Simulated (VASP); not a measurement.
Data:

```
CELL_PARAMETERS angstrom
      0.00000     2.26000     2.26000
      2.26000     0.00000     2.26000
      2.26000     2.26000     0.00000
ATOMIC_POSITIONS crystal
  Hf 0.00000 0.00000 0.00000
  N  0.50000 0.50000 0.50000
```

All values below come from PBEsol GGA, VASP's PBE PAW potentials (set 64) (plane waves; VASP 6.6.1). Numerical set-up: 520 eV cut-off, 13×13×13 Γ-centred mesh, first-order Methfessel-Paxton smearing of 0.10 eV, potentials Hf_pv N.

**Question.** The ions, cell shape and volume are relaxed. Which structure does the run end with?

**Answer.** 
```
CELL_PARAMETERS angstrom
      0.00000     2.24524     2.24524
      2.24524     0.00000     2.24524
      2.24524     2.24524     0.00000
ATOMIC_POSITIONS crystal
  Hf 0.00000 0.00000 0.00000
  N  0.50000 0.50000 0.50000
```
Space group Fm-3m (225), at a tolerance of 0.03 Å.

**Question.** How do energy and volume change from the first to the last step?

**Answer.** The energy (σ→0) changes by -4.0 meV/atom and the volume by -1.9 %, in 3 ionic steps.

The compound is HfN in the rock salt structure. This run relaxes it. Symmetry was kept, so distortions that lower it aren't found. The electron count is odd and the run is not spin-polarised, which forces a metal.
